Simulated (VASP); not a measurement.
These are PBE GGA with D4 dispersion, VASP's PBE PAW potentials (set 64) (plane waves; VASP) values and carry that method's errors.

A VASP calculation is set up with these files.

**INCAR**
```
SYSTEM = CoSi2
PREC = Accurate; ENCUT = 520; LREAL = F
LASPH = T
EDIFF = 1E-6; NELM = 100; ALGO = Normal
LMAXMIX = 4
ISMEAR = 1; SIGMA = 0.1
GGA = PE; IVDW = 13
IBRION = 2; NSW = 60; ISIF = 3
EDIFFG = -0.02
LWAVE = F; LCHARG = F
```

KPOINTS:
```
Automatic mesh
0
Gamma
9 9 9
0 0 0
```

### POSCAR
```
CoSi2
1
   -0.0000000000     2.6523805108     2.6523805108
    2.6523805108    -0.0000000000     2.6523805108
    2.6523805108     2.6523805108     0.0000000000
Co Si
1 2
Direct
  0.0000000000   0.0000000000   0.0000000000
  0.2500000000   0.2500000000   0.2500000000
  0.7500000000   0.7500000000   0.7500000000
```

POTCAR, in this order: Co Si (PBE.64 set). Program: vasp_std.

Output

OUTCAR:
```
 ion  position               nearest neighbor table
   1  0.000  0.000  0.000-   3 2.30   3 2.30   3 2.30   2 2.30   2 2.30   2 2.30   3 2.30   2 2.30
  LATTYP: Found a face centered cubic cell.
 ALAT       =     5.3047610216
 Subroutine PRICEL returns:
 Original cell was already a primitive cell.
 Subroutine GETGRP returns: Found 48 space group operations
The static configuration has the point symmetry O_h .
The dynamic configuration has the point symmetry O_h .
 Subroutine INISYM returns: Found 48 space group operations
 Subroutine IBZKPT returns following result:
 Found     35 irreducible k-points:

 Following reciprocal coordinates:
            Coordinates               Weight
  0.000000  0.000000  0.000000      1.000000
  0.111111  0.000000  0.000000      8.000000
  0.222222  0.000000  0.000000      8.000000
  0.333333  0.000000  0.000000      8.000000
  0.444444  0.000000  0.000000      8.000000
  0.111111  0.111111  0.000000      6.000000
  0.222222  0.111111  0.000000     24.000000
  0.333333  0.111111  0.000000     24.000000
  0.444444  0.111111  0.000000     24.000000
 -0.444444  0.111111  0.000000     24.000000
 -0.333333  0.111111  0.000000     24.000000
 -0.222222  0.111111  0.000000     24.000000
 -0.111111  0.111111  0.000000     12.000000
  0.222222  0.222222  0.000000      6.000000
  0.333333  0.222222  0.000000     24.000000
  0.444444  0.222222  0.000000     24.000000
 -0.444444  0.222222  0.000000     24.000000
 -0.333333  0.222222  0.000000     24.000000
 -0.222222  0.222222  0.000000     12.000000
  0.333333  0.333333  0.000000      6.000000
  0.444444  0.333333  0.000000     24.000000
 -0.444444  0.333333  0.000000     24.000000
 -0.333333  0.333333  0.000000     12.000000
  0.444444  0.444444  0.000000      6.000000
 -0.444444  0.444444  0.000000     12.000000
...
```

File OSZICAR:
```
       N       E                     dE             d eps       ncg     rms          rms(c)
DAV:   1     0.723276472163E+02    0.72328E+02   -0.70767E+03   840   0.137E+03
DAV:   2    -0.161493001956E+02   -0.88477E+02   -0.83029E+02   860   0.260E+02
DAV:   3    -0.205665408706E+02   -0.44172E+01   -0.42351E+01  1092   0.664E+01
DAV:   4    -0.206720199882E+02   -0.10548E+00   -0.10515E+00  1036   0.980E+00
DAV:   5    -0.206750680385E+02   -0.30481E-02   -0.30474E-02  1100   0.175E+00    0.148E+01
DAV:   6    -0.239639491951E+02   -0.32889E+01   -0.39146E+01  1060   0.135E+02    0.170E+01
DAV:   7    -0.192852041905E+02    0.46787E+01   -0.16625E+01  1104   0.106E+02    0.368E+00
DAV:   8    -0.193021842001E+02   -0.16980E-01   -0.96832E-01   992   0.821E+00    0.186E+00
DAV:   9    -0.192689137663E+02    0.33270E-01   -0.10169E-01  1072   0.684E+00    0.440E-01
DAV:  10    -0.192689978515E+02   -0.84085E-04   -0.58077E-03  1036   0.835E-01    0.580E-02
DAV:  11    -0.192689682070E+02    0.29645E-04   -0.29217E-04  1264   0.292E-01    0.374E-02
DAV:  12    -0.192689865218E+02   -0.18315E-04   -0.43953E-05   900   0.673E-02    0.227E-02
DAV:  13    -0.192689870875E+02   -0.56565E-06   -0.19973E-06   916   0.121E-02
   1 F= -.20685603E+02 E0= -.20685363E+02  d E =-.206856E+02
```

OUTCAR:
```
------------------------ aborting loop because EDIFF is reached ----------------------------------------
  Edisp (eV):   -1.41662
  FORCE on cell =-STRESS in cart. coord.  units (eV):
  Direction    XX          YY          ZZ          XY          YZ          ZX
  --------------------------------------------------------------------------------------
  Total       0.03376     0.03376     0.03376     0.00000    -0.00000    -0.00000
  in kB       1.44932     1.44932     1.44932     0.00000    -0.00000    -0.00000
  external pressure =        1.45 kB  Pullay stress =        0.00 kB
  volume of cell :       37.32
      direct lattice vectors                 reciprocal lattice vectors
     0.000000000  2.652380511  2.652380511    -0.188509906  0.188509906  0.188509906
     2.652380511  0.000000000  2.652380511     0.188509906 -0.188509906  0.188509906
     2.652380511  2.652380511  0.000000000     0.188509906  0.188509906 -0.188509906
 POSITION                                       TOTAL-FORCE (eV/Angst)
 -----------------------------------------------------------------------------------
      0.00000      0.00000      0.00000        -0.000000      0.000000     -0.000000
      1.32619      1.32619      1.32619         0.000000      0.000000      0.000000
      3.97857      3.97857      3.97857        -0.000000     -0.000000     -0.000000
 -----------------------------------------------------------------------------------
    total drift:                               -0.000000     -0.000000      0.000000
  FREE ENERGIE OF THE ION-ELECTRON SYSTEM (eV)
  ---------------------------------------------------
  free  energy   TOTEN  =       -20.6856033391 eV

  energy  without entropy=      -20.6848830210  energy(sigma->0) =      -20.68536323

 reached required accuracy - stopping structural energy minimisation
```
(Selected blocks of OUTCAR.)

The compound is CoSi2 in the fluorite structure. It was relaxed first. The start is the result of an earlier pass. The run is not spin-polarised, so no magnetic state was tried. The electron count is odd and the run is not spin-polarised, which forces a metal.
